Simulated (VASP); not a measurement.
```
BN
1.0
    0.00000     1.81214     1.81214
    1.81214     0.00000     1.81214
    1.81214     1.81214     0.00000
B N
1 1
Direct
  0.00000   0.00000   0.00000
  0.25000   0.25000   0.25000
```

Level of theory: optB88-vdW, VASP's PBE PAW potentials (set 64) (plane waves; VASP 6.6.1). Run with 520 eV cut-off, 14×14×14 Γ-centred mesh, tetrahedra with Blöchl corrections, potentials B N.

Predict the energy per atom (σ→0), band gap (on the k-mesh) with the smallest direct gap where there is one.

- band gap (on the k-mesh): 4.69 eV
- smallest direct gap (on the k-mesh): 8.87 eV
- energy per atom (σ→0): -7753 meV/atom

Total energies compare only between runs with the same potentials, cut-off and functional.

The compound is BN in the zinc blende structure. It was relaxed first.
